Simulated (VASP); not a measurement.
Energy against volume of Zn (hcp). Calculation: PW91 GGA, VASP's PBE PAW potentials (set 64) (plane waves; VASP). Run with 520 eV cut-off, 16×16×8 Γ-centred mesh, first-order Methfessel-Paxton smearing of 0.10 eV, potentials Zn.

Shape and ions are relaxed at each volume.

| V (Å³/atom) | E (eV/atom) |
|---|---|
| 14.695 | -1.10867 |
| 15.149 | -1.11261 |
| 15.604 | -1.11038 |
| 16.058 | -1.10364 |

### Question
Fit these four points and predict the energy of the run at 14.240 Å³/atom.

### Answer
A cubic in V^(−2/3), the third-order Birch-Murnaghan form, passes through the four points with V0 = 15.19 Å³/atom and B0 = 70 GPa, and gives -1.0965 eV/atom there. The run gave -1.0971 eV/atom, -0.6 meV/atom from the fit; all five points give B0 = 69 GPa.

The compound is Zn in the hcp structure. It was relaxed first.
